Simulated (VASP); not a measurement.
# LaBe: single point with PBE

LaBe:

```
La Be
1.0
     3.59863    0.00000    0.00000
     0.00000    3.59863    0.00000
     0.00000    0.00000    3.59863
La Be
1 1
Direct
  0.00000 0.00000 0.00000
  0.50000 0.50000 0.50000
```

The cell was built by a generator and needn't be a form met in nature.

```yaml
Program: VASP 6.6.1
Task: single point
Functional: PBE
Potentials_or_basis: VASP PAW PBE potentials, release 64 (La, Be)
Cutoff: 520 eV
k_mesh: 7 × 7 × 7
Occupations: fermi-dirac, width 0.05 eV
Spin: no spin polarisation
Further_INCAR_settings: ALGO = Normal; EDIFF = 1e-07; NBANDS = 14
```

| Property | Result |
| --- | --- |
| Pressure | 0.2 GPa |
| Band gap on the k mesh | none (metal or under the smearing width) |

Levels at points of the mesh, in eV from the Fermi level:
```
           k point  band 5  band 6  band 7  band 8  band 9  band 10
(0.00, 0.00, 0.00)   -5.03   -0.48   -0.48    2.02    2.02     2.02
```

Run time: 11 s on 1 thread of Intel(R) Xeon(R) 6975P-C (Granite Rapids), on a shared host, peak memory 0.17 GiB.

Spin-orbit coupling is left out, which matters for the levels of La.
